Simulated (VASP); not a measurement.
Crystal: MnSiSe3.

```
Mn Si Se
1.0
     4.83412    0.00000    0.00000
     0.00000    4.83412    0.00000
     0.00000    0.00000    4.83412
Mn Si Se
1 1 3
Direct
  0.00000 0.00000 0.00000
  0.50000 0.50000 0.50000
  0.00000 0.50000 0.50000
  0.50000 0.00000 0.50000
  0.50000 0.50000 0.00000
```

The cell was built by a generator and needn't be a form met in nature.

Base run:

* Program: VASP 6.6.1
* Functional: BLYP
* Potentials or basis: VASP PAW PBE potentials, release 64 (Mn_pv, Si, Se)
* Cutoff: 520 eV
* k mesh: 5 × 5 × 5
* Occupations: fermi-dirac, width 0.05 eV
* Spin: collinear spin, ferromagnetic start
* Starting moments: [4.0, 0.0, 0.0, 0.0, 0.0] μB

Its results: pressure 4.5 GPa; net moment 5.14 μB per cell; site moments Mn +4.42; Si +0.03; Se +0.07 μB.

Task: After a change of settings the same cell gave: pressure -2.4 GPa; net moment 5.28 μB per cell; site moments Mn +4.50; Si +0.05; Se +0.06 μB. Which change was it?
A. functional from BLYP to AM05
B. functional from BLYP to SCAN
C. functional from BLYP to TPSS
D. functional from BLYP to revPBE

Result: A.

AM05 binds more tightly than BLYP, so the same cell stands under less pressure.

Caveats: the PAW data sets were made with another functional, which shifts forces and pressure a little; a cell with one magnetic atom can't hold antiferromagnetic order, which such compounds often take.

Not every run made on this cell is shown here.
